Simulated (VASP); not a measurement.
OSZICAR of a VASP run on CsSnI3 (cubic perovskite):

**OSZICAR**
```
       N       E                     dE             d eps       ncg     rms          rms(c)
DAV:   1     0.361695653172E+03    0.36170E+03   -0.18482E+04   520   0.152E+03
DAV:   2     0.408227467986E+02   -0.32087E+03   -0.31305E+03   614   0.306E+02
DAV:   3    -0.187204549982E+01   -0.42695E+02   -0.42466E+02   628   0.122E+02
DAV:   4    -0.363741746243E+01   -0.17654E+01   -0.17625E+01   630   0.289E+01
DAV:   5    -0.369144056526E+01   -0.54023E-01   -0.53999E-01   788   0.495E+00    0.372E+00
DAV:   6    -0.339634478325E+01    0.29510E+00   -0.53344E-01   640   0.385E+00    0.239E+00
DAV:   7    -0.336273816326E+01    0.33607E-01   -0.31687E-01   680   0.229E+00    0.920E-01
DAV:   8    -0.336540804750E+01   -0.26699E-02   -0.39247E-02   590   0.140E+00    0.240E-01
DAV:   9    -0.336493598121E+01    0.47207E-03   -0.38105E-03   670   0.447E-01    0.948E-02
DAV:  10    -0.336506475302E+01   -0.12877E-03   -0.57869E-04   610   0.121E-01    0.534E-02
DAV:  11    -0.336507449454E+01   -0.97415E-05   -0.15305E-04   702   0.858E-02    0.192E-02
DAV:  12    -0.336507551373E+01   -0.10192E-05   -0.20244E-05   636   0.318E-02    0.173E-02
DAV:  13    -0.336507491677E+01    0.59696E-06   -0.70375E-07   650   0.606E-03    0.810E-03
DAV:  14    -0.336507444079E+01    0.47599E-06   -0.11239E-06   656   0.796E-03    0.233E-03
DAV:  15    -0.336507438842E+01    0.52363E-07   -0.15709E-07   448   0.269E-03
   1 F= -.33650744E+01 E0= -.33650744E+01  d E =-.104097E-10
```

Q: Which electronic solver shows in the log?

A: It is blocked Davidson (ALGO = Normal, or the opening steps of other solvers). The INCAR had ALGO = Normal.

Q: Can the final energy be trusted as converged?

A: The run converged. It stopped with EDIFF = 1E-7, NELM = 100 (rev-vdW-DF2, plane waves, VASP's PBE PAW potentials (set 64)).

The compound is CsSnI3 in the cubic perovskite structure, the ideal cubic form; the compound distorts at low or room temperature. This cell is one point of a volume scan, at 1.03 of the reference volume.
